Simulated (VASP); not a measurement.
Calculation: r2SCAN meta-GGA, VASP's PBE PAW potentials (set 64) (plane waves; VASP).

VASP ran on this input.

### KPOINTS
```
Automatic mesh
0
Gamma
8 8 8
0 0 0
```

POSCAR:
```
Te
1.0
  3.1647170000   0.0000000000   0.0000000000
  0.0000000000   3.1647170000   0.0000000000
  0.0000000000   0.0000000000   3.1647170000
Te
1
Cart
  0.0000000000   0.0000000000   0.0000000000
```

### INCAR
```
PREC=Accurate
LMAXMIX=4   ! l cut-off of mixed one-centre charges
ALGO=Normal   ! blocked Davidson
ENCUT=400   ! plane-wave cut-off (eV)
LWAVE=.FALSE.
ISIF=3
LASPH=.TRUE.   ! aspherical one-centre terms
NELM=100   ! most electronic steps
LREAL=.FALSE.   ! projection in real space or not
LMIXTAU=.TRUE.
ISMEAR=0
EDIFFG=-0.01   ! ionic stop
SYSTEM=Te
LCHARG=.FALSE.
IBRION=2   ! conjugate gradients
NSW=60
SIGMA=0.05   ! width (eV)
EDIFF=1E-6
METAGGA=R2SCAN
```

POTCAR, in this order: Te (PBE.64 set). Program: vasp_std.

Energy and stress use the plane-wave basis of the starting cell. Unless said otherwise, spin-orbit coupling is left out, though it shifts the bands of the heavy elements here.

What does the run give for the energy per atom (σ→0), volume per atom, band gap (on the k-mesh)?

```yaml
energy per atom (σ→0): -25.333 eV/atom
band gap (on the k-mesh): none (metal, semimetal or under 0.01 eV)
volume_per_atom: 32.64 Å³/atom
```

File OSZICAR:
```
...
DAV:   4    -0.253333337869E+02   -0.19196E-03   -0.64457E-05   574   0.765E-02    0.156E-01
DAV:   5    -0.253333652320E+02   -0.31445E-04   -0.50780E-06   490   0.254E-02    0.102E-01
DAV:   6    -0.253334851248E+02   -0.11989E-03   -0.40976E-05   490   0.512E-02    0.159E-02
DAV:   7    -0.253334901587E+02   -0.50338E-05   -0.27380E-06   539   0.169E-02    0.105E-02
DAV:   8    -0.253334863302E+02    0.38284E-05   -0.10074E-06   490   0.134E-02    0.110E-02
DAV:   9    -0.253334915688E+02   -0.52386E-05   -0.14825E-06   490   0.161E-02    0.769E-03
DAV:  10    -0.253334918179E+02   -0.24913E-06   -0.31567E-07   245   0.502E-03
   3 F= -.25333492E+02 E0= -.25332810E+02  d E =-.503759E-02
```

The structure was generated: Te was put into the simple-cubic type (Pm-3m), which need not be its known phase. This run relaxes it. Symmetry was kept, so distortions that lower it aren't found.
